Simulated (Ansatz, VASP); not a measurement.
# Ca3SiS: VASP beside Ansatz

Aim: how closely do two programs agree when they are given the same cell, functional and k mesh? The cell is generated by rule, not measured, and may not be a known phase. The cell is taken from a series of runs on this material, whose earlier steps may have relaxed, scaled, displaced or heated it; both programs get it as it stands.

Main program and level: Ansatz 0.2.0; plane waves, with VASP 6.6.1 beside it; relaxation of cell and atoms at PBEsol.

### Step 1. Starting point

It takes space group Pm-3m (No. 221, cubic). The conventional cell has a = 5.169 Å, b = 5.169 Å, c = 5.169 Å, α = 90.00°, β = 90.00°, γ = 90.00°. Nearest to Si lie 12 Ca at 3.66 Å. Nearest to S lie 6 Ca at 2.58 Å. Ca has 2 S at 2.58 Å and 8 Ca at 3.66 Å and 4 Si at 3.66 Å nearest. Farther neighbours and most contacts between anions are not listed.

### Step 2. Ansatz: relaxation of cell and atoms, PBEsol, pair 1

Ansatz runs on its PAW soft_1 files.

The relaxed volume is the usual yardstick between codes: in a stiff, nearly cubic crystal its relative difference is about their pressure difference at one cell divided by the bulk modulus.

input.yaml reads:

```yaml
crystal:
  lattice:
    - [5.1690519411, 0.0, 0.0]
    - [0.0, 5.1690519411, 0.0]
    - [0.0, 0.0, 5.1690519411]
  atoms:
    - { symbol: Si, position: [0.0, 0.0, 0.0] }
    - { symbol: S, position: [0.5, 0.5, 0.5] }
    - { symbol: Ca, position: [0.5, 0.5, 0.0] }
    - { symbol: Ca, position: [0.5, 0.0, 0.5] }
    - { symbol: Ca, position: [0.0, 0.5, 0.5] }
kpoints:
  mp_grid: { grid: [8, 8, 8] }
hamiltonian:
  xc: pbesol
  pseudopotentials: { kind: paw, azcp: { folder: soft_1 }, xc_functional: pbe }
scf:
  occupations: { method: gaussian, width: 0.1 }
output:
  forces: true
  stress: true
  eigenvalues: true
  write_density: true
  write_potential: true
  elf: true
  volumetric_format: npy
relax:
  adjacent_minimum: "off"
  f_tol: 0.005
  max_steps: 80
  cell: { stress_tol: 0.05 }
```

Command:

```
$ ansatz run input.yaml --threads 8 --pin off --max-ram 16384MiB --backend cpu --events-out ev --progress --plain --runs-dir out
```

Numbers of over 12 decimals in the logs are rounded to 6 here.

Output:

```text
Engine: ansatz 0.2.0, aarch64-unknown-linux-gnu
Pseudopotentials: kind: paw
Pseudopotential: Si, paw, valence charge 4, recommended cutoff 420 eV (normal), soft_1/Si.paw.azcp
Pseudopotential: S, paw, valence charge 6, recommended cutoff 420 eV (normal), soft_1/S.paw.azcp
Pseudopotential: Ca, paw, valence charge 10, recommended cutoff 420 eV (normal), soft_1/Ca.paw.azcp
Functional definition: PBEsol
  exchange = pbesol_x
  correlation = pbesol_c
Crystal: 5 atoms, lattice volume = 138.112 Å³
Basis set: ecut = 420 eV, 2721 PW (Γ), exchange–correlation on 72×72×72 points (8 copies of the dense FFT grid, shifted against one another)
Bands: 25, of which v1, the nominal top of the filled ones, is band 20 counted from 1 (19 counted from 0)
Symmetry: 48 space group operations
Space group: Pm-3m (ITA 221), of the structure as read, at distance tolerance 5.2e-5 Å
k-points: 35 of 512
Non-local potential: Si, projectors of the file, l = 0: 2, l = 1: 2, l = 2: 1
Non-local potential: S, projectors of the file, l = 0: 2, l = 1: 2, l = 2: 1
Non-local potential: Ca, projectors of the file, l = 0: 3, l = 1: 2, l = 2: 2
PAW form: soft (Blöchl's): semilocal exchange-correlation on the pseudo side does not see the compensation charge
PAW frozen core: Si, regenerated for the run's functional, and the local potential with it (the file was generated under x = pbe(κ = 0.804, μ = 0.219515), c = pbe(β = 0.066725))
PAW frozen core: S, regenerated for the run's functional, and the local potential with it (the file was generated under x = pbe(κ = 0.804, μ = 0.219515), c = pbe(β = 0.066725))
PAW frozen core: Ca, regenerated for the run's functional, and the local potential with it (the file was generated under x = pbe(κ = 0.804, μ = 0.219515), c = pbe(β = 0.066725))
PAW one-centre angular grid: Si, 110 points (default); XC on 64 Gauss nodes
PAW one-centre angular grid: S, 110 points (default); XC on 64 Gauss nodes
PAW one-centre angular grid: Ca, 110 points (default); XC on 64 Gauss nodes
Initial density: superposition of atomic densities (chi_scale 0.1, normalization cell, long waves kept (reshape's long-wave potential 0.00 eV rms))
Initial wavefunctions: pseudopotential atomic-orbital guess
Functional: x = pbesol(κ = 0.804, μ = 0.123457), c = pbesol(β = 0.046)
SCF iter   1: F=—  HF=-6892.204949 eV  |F-HF|=—  |Δ(HF+E_count)|=         —  Δρ=2.49e-2  dr2=1.08e0  ethr=3.10e-3  ⟨swp⟩=9.8  Hψ=11430  notcnv=0
automatic band count: the SCF goes on with 30 bands, as 25 were too few: the levels above may hold too much charge
preconditioner: auto → Resta (q_TF=auto, 2.219 Å⁻¹)  ε∞=5.7  [insulator: Δε(μ)=0.340 eV  Ē_g=5.440 eV  σ=0.100 eV  W_gap=0.66  n_scr=26 (ndim 8)  ℏωp=11.8 eV  f_vac=0.000  D(μ)=0.25/eV (n_scr^D=0)  ε∞_Penn≈5.7]
SCF iter   2: F=—  HF=-6891.913107 eV  |F-HF|=—  |Δ(HF+E_count)|=   2.92e-1  Δρ=1.22e-2  dr2=2.46e-1  ethr=2.71e-3  ⟨swp⟩=3.0  Hψ=1906  notcnv=0  defer=123
SCF iter   3: F=—  HF=-6891.886113 eV  |F-HF|=—  |Δ(HF+E_count)|=   2.70e-2  Δρ=3.97e-3  dr2=2.30e-2  ethr=6.14e-4  ⟨swp⟩=3.3  Hψ=1850  notcnv=0  defer=123
SCF iter   4: F=—  HF=-6891.890227 eV  |F-HF|=—  |Δ(HF+E_count)|=   4.11e-3  Δρ=5.21e-4  dr2=7.50e-4  ethr=5.76e-5  ⟨swp⟩=1.9  Hψ=1417  notcnv=0  defer=123
SCF iter   5: F=—  HF=-6891.890287 eV  |F-HF|=—  |Δ(HF+E_count)|=   6.06e-5  Δρ=1.46e-4  dr2=2.35e-5  ethr=1.87e-6  ⟨swp⟩=2.0  Hψ=1069  notcnv=0  defer=123
SCF iter   6: F=—  HF=-6891.890195 eV  |F-HF|=—  |Δ(HF+E_count)|=   9.26e-5  Δρ=2.11e-5  dr2=5.92e-7  ethr=5.88e-8  ⟨swp⟩=2.0  Hψ=1331  notcnv=0  defer=123
SCF iter   7: F=-6891.890195 eV  HF=-6891.890195 eV  |F-HF|=2.05e-10  |Δ(HF+E_count)|=   1.07e-7  Δρ=3.21e-6  dr2=1.43e-8  ethr=2.50e-10  ⟨swp⟩=17.1  Hψ=8459  notcnv=0
SCF 1 converged in 7 iterations: F = -6891.890195 eV  dr2 = 1.43e-8
  greatest PAW one-centre occupation: 0.995 electrons in one spin orbital (limit 2), on the Ca atom at site 4 (counted from 0), in its partial waves of l = 0
relax step   1: F+E_penalty+E_count = -6891.89019479 eV  Δ(F+E_penalty+E_count) = +0.000e0 eV  max|allowed force component| = 1.975e-29 eV/Å  Δτ_max = 0.0000 Å  P = -0.023 GPa  Ω = 138.112 Å³  (7 SCF iters, dr2 threshold 1.00e-7 eV, accepted)
Bands: 30, of which v1, the nominal top of the filled ones, is band 20 counted from 1 (19 counted from 0)
Initial density: handed on by an earlier stage of this run
Initial wavefunctions: pseudopotential atomic-orbital guess (no wavefunctions were taken with the density)
iter 1 solved again at ethr=1.96e-6 eV; its pass at ethr=3.10e-3 eV (dr2=7.84e-4 eV) is discarded
SCF iter   1: F=—  HF=-6891.890298 eV  |F-HF|=—  |Δ(HF+E_count)|=         —  Δρ=4.92e-6  dr2=3.00e-8  ethr=1.96e-6  ⟨swp⟩=3.0  Hψ=8917  notcnv=0
eigensolver tolerance schedule: the retry pair's looser diagonalisation over-reported the residual by 26157.66 of it (diagonalisation noise at an unbounded share of the residual, at the tolerance the schedule requests for it); recorded, not acted on — ethr = c·dr2/N_el stays at c = 1.0e-1
preconditioner: auto → Resta (q_TF=auto, 2.219 Å⁻¹)  ε∞=5.1  [insulator: Δε(μ)=0.384 eV  Ē_g=5.828 eV  σ=0.100 eV  W_gap=0.61  n_scr=26 (ndim 8)  ℏωp=11.8 eV  f_vac=0.000  D(μ)=0.23/eV (n_scr^D=0)  ε∞_Penn≈5.1]
SCF iter   2: F=—  HF=-6891.890195 eV  |F-HF|=—  |Δ(HF+E_count)|=   1.03e-4  Δρ=2.20e-6  dr2=9.72e-9  ethr=7.50e-11  ⟨swp⟩=3.8  Hψ=2336  notcnv=0
SCF iter   3: F=—  HF=-6891.890195 eV  |F-HF|=—  |Δ(HF+E_count)|=  6.18e-11  Δρ=1.25e-6  dr2=2.96e-9  ethr=2.43e-11  ⟨swp⟩=1.9  Hψ=1140  notcnv=0
SCF iter   4: F=—  HF=-6891.890195 eV  |F-HF|=—  |Δ(HF+E_count)|=  3.06e-10  Δρ=4.32e-7  dr2=2.33e-10  ethr=7.41e-12  ⟨swp⟩=2.0  Hψ=1327  notcnv=0
SCF iter   5: F=—  HF=-6891.890195 eV  |F-HF|=—  |Δ(HF+E_count)|=  2.46e-11  Δρ=2.61e-7  dr2=8.91e-11  ethr=1.00e-12  ⟨swp⟩=8.4  Hψ=5196  notcnv=0
SCF iter   6: F=-6891.890195 eV  HF=-6891.890195 eV  |F-HF|=0.00e0  |Δ(HF+E_count)|=  5.46e-12  Δρ=8.56e-8  dr2=7.81e-12  ethr=1.00e-12  ⟨swp⟩=6.0  Hψ=3847  notcnv=0
SCF 2 converged in 6 iterations: F = -6891.890195 eV  dr2 = 7.81e-12
  greatest PAW one-centre occupation: 0.995 electrons in one spin orbital (limit 2), on the Ca atom at site 3 (counted from 0), in its partial waves of l = 0
relax step   2: F+E_penalty+E_count = -6891.89019479 eV  Δ(F+E_penalty+E_count) = -1.358e-9 eV  max|allowed force component| = 2.712e-29 eV/Å  Δτ_max = 0.0000 Å  P = -0.023 GPa  Ω = 138.112 Å³  stress off target by 2.34e-2 GPa  SCF on the basis re-selected at this cell (its energy is not comparable with the rows above)  (6 SCF iters)
basis re-selected at this cell: Δ(F+E_penalty+E_count) = -1.358e-9 eV, ΔP = -0.000 GPa vs the last step (what re-selecting the basis moved, of the pressure what is left beyond the Pulay correction that the steps carried, after the strain that the cell walked since its last selection, with what the two solves' SCF thresholds leave and, on support functions, any second-order correction that the steps lacked; it is no m [...]
SCF converged after 6 iterations
Free energy (F): -6891.890195 eV
Harris-Foulkes:  -6891.890195 eV  (|F-HF|=0.00e0)
Internal energy: -6891.889048 eV  (E = F + TS)
E sigma→0 (E₀):  -6891.889622 eV
Entropy (-TS):   -0.001146 eV (-0.229 meV/atom)
Fermi energy:    6.833578 eV
--- Per-component energies (eV) ---
  E_band       = -464.402250
  E_kinetic    = 908.772383
  E_local      = -2754.178975  (includes V_loc(G=0)·N_el)
  E_nonlocal   = 329.844451
  E_hartree    = 941.546367
  E_xc         = -523.301601
  E_vxc        = -603.848078  (∫ρ·V_xc dr)
  E_paw        = -3620.644940  (= ΣΔE_a)
  E_vpaw       = -228.084804  (= ΣTr[D̂ρ^β])
  E_aug_tail   = 0.000024  (compensation charges beyond the density's cutoff)
  E_ewald      = -2174.376650
  E_core_change = 0.449893  (= ΣΔE_core)
  E_smearing   = -0.001146  (= −TS)
  E_closure    = 0.000000  (closes the sum)
  Σ components = -6891.890195   (vs F -6891.890195, Δ=0.00e0)
--- Forces (eV/Å), atoms counted from 1 ---
  atom   1  Si    -0.00000000    -0.00000000     0.00000000
  atom   2  S      0.00000000    -0.00000000    -0.00000000
  atom   3  Ca     0.00000000    -0.00000000    -0.00000000
  atom   4  Ca     0.00000000    -0.00000000    -0.00000000
  atom   5  Ca     0.00000000     0.00000000     0.00000000
  max |Σ_I F_I| component: 4.32e-29 eV/Å
--- Stress (GPa, compression-positive) ---
       -0.023406       0.000000      -0.000000
        0.000000      -0.023406       0.000000
       -0.000000       0.000000      -0.023406
  P = ⅓ Tr σ = -0.0234 GPa (-0.234 kbar)
--- Band table (eV; the first three rows and the last of 35) ---
  k-point 0: bands = [... 16 lower, 2.5021, 6.8532, 6.8532, 6.8532, 6.8810, 6.8810, 6.8810, 6.9436, ... 6 higher]
  k-point 1: bands = [... 16 lower, 2.4814, 5.9892, 6.4689, 6.4689, 6.9162, 7.0410, 7.2567, 7.3861, ... 6 higher]
  k-point 2: bands = [... 16 lower, 2.4327, 5.1346, 6.1923, 6.1923, 7.0086, 7.3143, 7.5983, 7.9999, ... 6 higher]
  k-point 34: bands = [... 16 lower, 0.9942, 5.3670, 5.3670, 5.3670, 7.9524, 7.9524, 7.9524, 9.1330, ... 6 higher]
--- Relaxed structure (1 steps of the walk, 1 accepted, 1 SCFs on fresh bases) ---
  F+E_penalty+E_count = -6891.89019479 eV   max|allowed force component| = 2.712e-29 eV/Å   (the final SCF, on the basis selected at the relaxed cell)
  cell:  # Å, volume = 138.1124 Å³
    - [5.1690519411, 0.0, 0.0]
    - [0.0, 5.1690519411, 0.0]
    - [0.0, 0.0, 5.1690519411]
  atoms:
    - { symbol: Si, position: [0.0, 0.0, 0.0] }
    - { symbol: S, position: [0.5, 0.5, 0.5] }
    - { symbol: Ca, position: [0.5, 0.5, 0.0] }
    - { symbol: Ca, position: [0.5, 0.0, 0.5] }
    - { symbol: Ca, position: [0.0, 0.5, 0.5] }
```

### Step 3. VASP: relaxation of cell and atoms, PBEsol, pair 1

The same cell, functional, mesh and smearing now go to VASP, with its own data sets.

Lines of VASP's logs that name or quote its potential files are left out, and so is its time.

INCAR reads:

```
SYSTEM = Ca3SiS
PREC = Accurate
ENCUT = 500
EDIFF = 1E-07
NELM = 120
ISMEAR = 0
SIGMA = 0.1
LREAL = .FALSE.
ALGO = Normal
GGA = PS
NBANDS = 26
LORBIT = 11
LWAVE = .FALSE.
LCHARG = .FALSE.
ISIF = 3
IBRION = 2
NSW = 80
EDIFFG = -0.005
LASPH = .TRUE.
GGA_COMPAT = .FALSE.
NELMIN = 4
KPAR = 2
```

POSCAR reads:

```
Ca3SiS
1.0
    5.1690520000      0.0000000000      0.0000000000
    0.0000000000      5.1690520000      0.0000000000
    0.0000000000      0.0000000000      5.1690520000
Si S Ca
1 1 3
Direct
    0.0000000000      0.0000000000      0.0000000000
    0.5000000000      0.5000000000      0.5000000000
    0.5000000000      0.5000000000      0.0000000000
    0.5000000000      0.0000000000      0.5000000000
    0.0000000000      0.5000000000      0.5000000000
```

KPOINTS reads:

```
Automatic mesh
0
Gamma
8 8 8
0 0 0
```

The projector-augmented-wave data sets are Si, S and Ca_sv (PBE family, release 64).

Command:

```
$ mpirun -np 2 vasp_std
```

Output:

```text
[banner, memory and clock lines left out]
running    2 mpi-ranks, on    1 nodes
 distrk:  each k-point on    1 cores,    2 groups
 distr:  one band on    1 cores,    1 groups

 POSCAR found type information on POSCAR SiS Ca
 POSCAR found :  3 types and       5 ions
|                                                                             |
|               ----> ADVICE to this user running VASP <----                  |
|                                                                             |
|     You enforced a specific xc type in the INCAR file but a different       |
|     [... a line on the potential file left out ...]
|     I HOPE YOU KNOW WHAT YOU ARE DOING!                                     |
|                                                                             |

 LDA part: xc-table for (Slater+PW92), standard interpolation
 POSCAR, INCAR and KPOINTS ok, starting setup
 FFT: planning ... GRIDC
 FFT: planning ... GRID_SOFT
 FFT: planning ... GRID
 WAVECAR not read
 entering main loop
       N       E                     dE             d eps       ncg     rms          rms(c)
DAV:   1     0.359758296675E+03    0.35976E+03   -0.19103E+04  1820   0.137E+03
DAV:   2     0.304584899862E+01   -0.35671E+03   -0.35277E+03  2122   0.395E+02
DAV:   3    -0.196356918752E+02   -0.22682E+02   -0.22560E+02  2860   0.809E+01
DAV:   4    -0.212784603094E+02   -0.16428E+01   -0.16393E+01  3120   0.193E+01
DAV:   5    -0.213314262418E+02   -0.52966E-01   -0.52951E-01  2706   0.308E+00    0.794E+00
DAV:   6    -0.208423063969E+02    0.48912E+00   -0.11483E+00  2136   0.425E+00    0.519E+00
DAV:   7    -0.207802863841E+02    0.62020E-01   -0.56764E-01  2314   0.349E+00    0.185E+00
DAV:   8    -0.207797260420E+02    0.56034E-03   -0.14487E-01  2220   0.159E+00    0.503E-01
DAV:   9    -0.207788622067E+02    0.86384E-03   -0.17647E-02  2544   0.496E-01    0.158E-01
DAV:  10    -0.207793361432E+02   -0.47394E-03   -0.23350E-03  2970   0.176E-01    0.570E-02
DAV:  11    -0.207793938373E+02   -0.57694E-04   -0.16240E-04  2374   0.816E-02    0.142E-02
DAV:  12    -0.207793925539E+02    0.12833E-05   -0.30417E-05  2478   0.223E-02    0.516E-03
DAV:  13    -0.207793917022E+02    0.85169E-06   -0.43149E-06  2584   0.104E-02    0.137E-03
DAV:  14    -0.207793916398E+02    0.62430E-07   -0.32706E-07  2266   0.255E-03
   1 F= -.20779392E+02 E0= -.20778816E+02  d E =-.207794E+02
 curvature:   0.00 expect dE= 0.000E+00 dE for cont linesearch  0.000E+00
 trial: gam= 0.00000 g(F)=  0.000E+00 g(S)=  0.398E-03 ort = 0.000E+00 (trialstep = 0.100E+01)
 search vector abs. value=  0.398E-03
 bond charge predicted
       N       E                     dE             d eps       ncg     rms          rms(c)
DAV:   1    -0.207819055657E+02   -0.25139E-02   -0.75748E-02  2050   0.234E+00    0.292E-01
DAV:   2    -0.207802773822E+02    0.16282E-02   -0.68846E-03  2738   0.589E-01    0.175E-01
DAV:   3    -0.207795479423E+02    0.72944E-03   -0.39552E-03  2740   0.439E-01    0.694E-02
DAV:   4    -0.207795567569E+02   -0.88147E-05   -0.59861E-04  2582   0.148E-01    0.189E-02
DAV:   5    -0.207795742070E+02   -0.17450E-04   -0.49847E-05  3208   0.329E-02    0.212E-02
DAV:   6    -0.207795761535E+02   -0.19465E-05   -0.53904E-06  3112   0.149E-02    0.111E-02
DAV:   7    -0.207795747314E+02    0.14222E-05   -0.28086E-06  3422   0.945E-03    0.227E-03
DAV:   8    -0.207795743113E+02    0.42011E-06   -0.92937E-08  1354   0.173E-03    0.112E-03
DAV:   9    -0.207795742862E+02    0.25059E-07   -0.20021E-08  1056   0.863E-04
   2 F= -.20779574E+02 E0= -.20779005E+02  d E =-.182646E-03
 trial-energy change:   -0.000183  1 .order   -0.000182   -0.000398    0.000034
 step:   0.9218(harm=  0.9209)  dis= 0.00000  next Energy=   -20.779576 (dE=-0.184E-03)
 reached required accuracy - stopping structural energy minimisation
```

Parts of OUTCAR (step 3):

```text
ion  position               nearest neighbor table
   1  0.000  0.000  0.000-
   2  0.500  0.500  0.500-   3 2.58   4 2.58   5 2.58   3 2.58   4 2.58   5 2.58
   3  0.500  0.500  0.000-   2 2.58   2 2.58
   4  0.500  0.000  0.500-   2 2.58   2 2.58
   5  0.000  0.500  0.500-   2 2.58   2 2.58

  LATTYP: Found a simple cubic cell.
 ALAT       =     5.1690520000

 Subroutine GETGRP returns: Found 48 space group operations
 (whereof 48 operations were pure point group operations)

The static configuration has the point symmetry O_h .

 Found     35 irreducible k-points:

   k-points           NKPTS =     35   k-points in BZ     NKDIM =     35   number of bands    NBANDS=     26

   dimension x,y,z NGX =    40 NGY =   40 NGZ =   40
   dimension x,y,z NGXF=    80 NGYF=   80 NGZF=   80

   ENCUT  =  500.0 eV  36.75 Ry    6.06 a.u.   9.42  9.42  9.42*2*pi/ulx,y,z

   NELECT =      40.0000    total number of electrons

 k-points in reciprocal lattice and weights: Automatic mesh
   0.00000000  0.00000000  0.00000000       0.002
   0.12500000  0.00000000  0.00000000       0.012
   0.25000000  0.00000000  0.00000000       0.012
   0.37500000  0.00000000  0.00000000       0.012
   0.50000000  0.00000000  0.00000000       0.006
   0.12500000  0.12500000  0.00000000       0.023
   0.25000000  0.12500000  0.00000000       0.047
   0.37500000  0.12500000  0.00000000       0.047
   0.50000000  0.12500000  0.00000000       0.023
[...]
0.50000000  0.50000000  0.37500000       0.012
   0.50000000  0.50000000  0.50000000       0.002

 average (electrostatic) potential at core
       1 -85.0659       2 -88.9268       3 -46.4694       4 -46.4694       5 -46.4694

 E-fermi :   3.8489

 k-point     1 :       0.0000    0.0000    0.0000
  band No.  band energies     occupation
    ...
     16      -0.4804      2.00000
     17      -0.4804      2.00000
     18       3.8660      0.80922
     19       3.8660      0.80922
     20       3.8660      0.80922
     21       3.8979      0.48874
     22       3.8979      0.48874
     23       3.8979      0.48874
     24       3.9539      0.13757
     25       3.9539      0.13757
    ...

 k-point     2 :       0.1250    0.0000    0.0000
  band No.  band energies     occupation
    ...
     16      -0.5012      2.00000
     17      -0.5012      2.00000
     18       3.0008      2.00000
     19       3.4838      2.00000
     20       3.4838      2.00000
     21       3.9332      0.23315
     22       4.0512      0.00423
     23       4.2630      0.00000
     24       4.4010      0.00000
     25       4.4010      0.00000
    ...

 k-point     3 :       0.2500    0.0000    0.0000
  band No.  band energies     occupation
    ...
     16      -0.5499      2.00000
     17      -0.5499      2.00000
     18       2.1477      2.00000
     19       3.2073      2.00000
     20       3.2073      2.00000
     21       4.0259      0.01233
     22       4.3243      0.00000
     23       4.6030      0.00000
     24       5.0148      0.00000
     25       5.0148      0.00000
    ...

  Total       -0.0100726     -0.0100726     -0.0100726      0.0000000      0.0000000     -0.0000000
  in kB       -0.1164518     -0.1164518     -0.1164518      0.0000000      0.0000000     -0.0000000
  external PRESSURE =      -0.1164518 kB  Pullay stress =       0.0000000 kB

  energy-cutoff  :      500.00
  volume of cell :      138.58
      direct lattice vectors                 reciprocal lattice vectors
     5.174896847 -0.000000000  0.000000000     0.193240567 -0.000000000 -0.000000000
     0.000000000  5.174896847  0.000000000     0.000000000  0.193240567 -0.000000000
     0.000000000  0.000000000  5.174896847    -0.000000000  0.000000000  0.193240567

 POSITION                                       TOTAL-FORCE (eV/Angst)
 -----------------------------------------------------------------------------------
      0.00000      0.00000      0.00000         0.000000      0.000000      0.000000
      2.58745      2.58745      2.58745         0.000000      0.000000      0.000000
      2.58745      2.58745      0.00000         0.000000      0.000000      0.000000
      2.58745     -0.00000      2.58745         0.000000      0.000000      0.000000
      0.00000      2.58745      2.58745        -0.000000      0.000000      0.000000
 -----------------------------------------------------------------------------------
    total drift:                               -0.000000     -0.000000     -0.000000

  FREE ENERGIE OF THE ION-ELECTRON SYSTEM (eV)
  ---------------------------------------------------
  free  energy   TOTEN  =       -20.7795742862 eV

  energy  without entropy=      -20.7784365333  energy(sigma->0) =      -20.77900541

 reached required accuracy - stopping structural energy minimisation

 total charge
# of ion       s       p       d       tot
------------------------------------------
    1        0.786   0.727   0.000   1.513
    2        1.321   2.558   0.000   3.879
    3        2.044   5.853   0.275   8.172
    4        2.044   5.853   0.275   8.172
    5        2.044   5.853   0.275   8.172
--------------------------------------------------
tot          8.238  20.843   0.826  29.907

[... 3 further parts left out ...]
```

The run keeps the 48 symmetry operations of its start, so it cannot find a distortion of lower symmetry.

(Continued in part 2 of 2.)

[Lines on the potential files, build, host, timing and source positions are cut from VASP's logs without a mark.]

[Logs are printed without paths, hosts, clocks, repeated set-up lines and the standing remarks that a program may print on its own settings, such as how far it seeks lower states.]

[Hosts, paths, dates, database ids (printed as entryN), source tags and the programs' standing remarks are cut or masked in the printed files.]
